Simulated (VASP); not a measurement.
Crystal: Si3Ge.

```
Si Ge
1.0
     1.84936    1.06773    6.04000
    -1.84936    1.06773    6.04000
     0.00000   -2.13546    6.04000
Si Ge
3 1
Direct
  0.00000 0.00000 0.00000
  0.50000 0.50000 0.50000
  0.37500 0.37500 0.37500
  0.87500 0.87500 0.87500
```

The cell was built by a generator and needn't be a form met in nature.

```yaml
Program: VASP 6.6.1
Task: relaxation of cell and atoms
Functional: PBE
Potentials_or_basis: VASP PAW PBE potentials, release 64 (Si, Ge_d)
Cutoff: 600 eV
k_mesh: 8 × 8 × 8
Occupations: fermi-dirac, width 0.02 eV
Spin: no spin polarisation
```

At the start: pressure 19.7 GPa; volume 17.89 Å³/atom.

Where does the relaxation end?

Over 15 steps the energy falls by 176.5 meV/atom and the volume is 21.15 Å³/atom (+18.2 %); space group R3m (No. 160, to 0.05 Å).

Step by step:
| step | energy change (eV) | largest force (eV/Å) | pressure (GPa) | volume (Å³) |
| --- | --- | --- | --- | --- |
| 1 | 0.0000 | 0.5696 | 19.69 | 71.56 |
| 2 | -0.3543 | 0.0459 | -8.11 | 96.84 |
| 3 | -0.7031 | 0.1935 | -0.19 | 84.82 |
| 4 | -0.7031 | 0.1983 | 0.05 | 84.54 |
| 5 | -0.7054 | 0.0760 | 0.17 | 84.48 |
| 6 | -0.7057 | 0.0219 | 0.19 | 84.45 |
| 7 | -0.7058 | 0.0055 | -0.13 | 84.75 |
| 8 | -0.7058 | 0.0102 | 0.03 | 84.60 |
| 9 | -0.7058 | 0.0068 | -0.07 | 84.64 |
| 10 | -0.7058 | 0.0090 | 0.02 | 84.62 |
| 11 | -0.7058 | 0.0076 | -0.06 | 84.63 |
| 12 | -0.7058 | 0.0088 | -0.03 | 84.62 |
| 13 | -0.7058 | 0.0028 | 0.09 | 84.58 |
| 14 | -0.7058 | 0.0053 | 0.00 | 84.59 |
| 15 | -0.7058 | 0.0044 | 0.01 | 84.59 |

Final structure:
```
CELL_PARAMETERS angstrom
1.95572 1.12913 6.38438
-1.95572 1.12913 6.38438
0.00000 -2.25827 6.38438
ATOMIC_POSITIONS crystal
Si 0.00159 0.00159 0.00159
Si 0.49844 0.49844 0.49844
Si 0.37502 0.37502 0.37502
Ge 0.87495 0.87495 0.87495
```

Caveat: the volume moved by over 15 % at a fixed basis, so the end points are rough.
